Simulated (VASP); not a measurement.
# HfN (relaxed from the NiAs structure, space group P6_3/mmc): computed properties

Level of theory: PBEsol GGA, VASP's PBE PAW potentials (set 64) (plane waves; VASP).

For HfN, the space group comes out as P6_3/mmc (194). The cell comes out as a = 3.113 Å, b = 3.113 Å, c = 5.611 Å, α = 90.00°, β = 90.00°, γ = 120.00°. The volume per atom comes out as 11.77 Å^3/atom. The band gap (over mesh and band path) is none (metal, semimetal or under 0.01 eV) and the density comes out as 13.57 g/cm³.

```cif
data_Hf2N2
_chemical_formula_sum 'Hf2 N2'
_space_group_name_H-M_alt 'P63/mmc'
_space_group_IT_number 194
_space_group_name_Hall '-P 6c 2c'
_cell_length_a 3.11326
_cell_length_b 3.11326
_cell_length_c 5.61101
_cell_angle_alpha 90.000
_cell_angle_beta 90.000
_cell_angle_gamma 120.000
loop_
_atom_site_label
_atom_site_type_symbol
_atom_site_symmetry_multiplicity
_atom_site_Wyckoff_symbol
_atom_site_fract_x
_atom_site_fract_y
_atom_site_fract_z
_atom_site_occupancy
Hf1 Hf 2 a 0.00000 0.00000 0.00000 1
N1 N 2 c 0.33333 0.66667 0.25000 1
```

Unless said otherwise, spin-orbit coupling is left out, though it shifts the bands of the heavy elements here.

The structure was generated: HfN was put into the NiAs type (P6_3/mmc), which need not be its known phase. It was relaxed first, which changed the volume by -53 %. Symmetry was kept, so distortions that lower it aren't found.
